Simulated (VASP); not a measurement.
Output of a VASP run:

**OSZICAR**
```
       N       E                     dE             d eps       ncg     rms          rms(c)
DAV:   1     0.723001183195E+02    0.72300E+02   -0.50069E+03   408   0.833E+02
DAV:   2    -0.227450255159E+01   -0.74575E+02   -0.69511E+02   580   0.140E+02
DAV:   3    -0.778706354744E+01   -0.55126E+01   -0.54935E+01   516   0.456E+01
DAV:   4    -0.789005232314E+01   -0.10299E+00   -0.10297E+00   564   0.794E+00
DAV:   5    -0.789138083788E+01   -0.13285E-02   -0.13284E-02   508   0.879E-01    0.373E+00
DAV:   6    -0.773989906369E+01    0.15148E+00   -0.17277E-01   456   0.229E+00    0.262E+00
DAV:   7    -0.771023778082E+01    0.29661E-01   -0.14594E-01   452   0.214E+00    0.806E-01
DAV:   8    -0.770868560400E+01    0.15522E-02   -0.95921E-03   456   0.613E-01    0.254E-01
DAV:   9    -0.770883427235E+01   -0.14867E-03   -0.11890E-03   500   0.251E-01    0.945E-02
DAV:  10    -0.770882170529E+01    0.12567E-04   -0.30608E-05   500   0.467E-02    0.513E-02
DAV:  11    -0.770882513146E+01   -0.34262E-05   -0.15622E-05   468   0.297E-02    0.237E-02
DAV:  12    -0.770882606093E+01   -0.92947E-06   -0.14832E-06   388   0.895E-03
   1 F= -.77088261E+01 E0= -.77088387E+01  d E =0.378863E-04
```

OUTCAR:
```
------------------------ aborting loop because EDIFF is reached ----------------------------------------
  FORCE on cell =-STRESS in cart. coord.  units (eV):
  Direction    XX          YY          ZZ          XY          YZ          ZX
  --------------------------------------------------------------------------------------
  Total       -0.3729983     -0.3729982     -0.1513740     -0.0000000      0.0000000      0.0000000
  in kB       -5.5038433     -5.5038417     -2.2336262     -0.0000000      0.0000000      0.0000000
  external PRESSURE =      -4.4137704 kB  Pullay stress =       0.0000000 kB
  volume of cell :      108.58
      direct lattice vectors                 reciprocal lattice vectors
     2.116500000 -3.665885000  0.000000000     0.236239074 -0.136392713  0.000000000
     2.116500000  3.665885000  0.000000000     0.236239074  0.136392713  0.000000000
     0.000000000  0.000000000  6.997200000     0.000000000  0.000000000  0.142914309
 POSITION                                       TOTAL-FORCE (eV/Angst)
 -----------------------------------------------------------------------------------
      0.00000      0.00000      0.00000        -0.000000     -0.000000     -0.000000
      2.11650      1.22196      1.69332         0.000000     -0.000000     -0.217287
      2.11650     -1.22196      5.30388         0.000000      0.000000      0.217287
 -----------------------------------------------------------------------------------
    total drift:                               -0.000000     -0.000000      0.000000
  FREE ENERGIE OF THE ION-ELECTRON SYSTEM (eV)
  ---------------------------------------------------
  free  energy   TOTEN  =        -7.7088260609 eV

  energy  without entropy=       -7.7088639472  energy(sigma->0) =       -7.70883869
```
(Selected blocks of OUTCAR.)

**POSCAR**
```
MgI2
1
    2.1165000000    -3.6658850000     0.0000000000
    2.1165000000     3.6658850000     0.0000000000
    0.0000000000     0.0000000000     6.9972000000
Mg I
1 2
Direct
  0.0000000000   0.0000000000   0.0000000000
  0.3333330000   0.6666670000   0.2420000000
  0.6666670000   0.3333330000   0.7580000000
```

Problem. Write an INCAR and KPOINTS that could have produced this output.

Solution. Several could match; the one computed here: the input of the run itself, PBE GGA, plane waves, VASP's PBE PAW potentials (set 64).

**KPOINTS**
```
kpoints
0
gamma
6 6 3
0 0 0
```

**INCAR**
```
ALGO  =  Normal
EDIFF  =  1E-6
ENCUT  =  400
GGA  =  PE
ISIF  =  2
ISMEAR  =  1
LASPH  =  .TRUE.
LCHARG  =  .FALSE.
LMAXMIX  =  4
LREAL  =  .FALSE.
LWAVE  =  .FALSE.
NELM  =  100
PREC  =  Accurate
SIGMA  =  0.05
SYSTEM  =  MgI2
```

POTCAR, in this order: Mg I (PBE.64 set). Program: vasp_std.

The compound is MgI2 in the 1T layered structure. The cell was not relaxed at this level. The run is one of a series of settings (ISMEAR = 1 against the base run), some of them coarse on purpose.
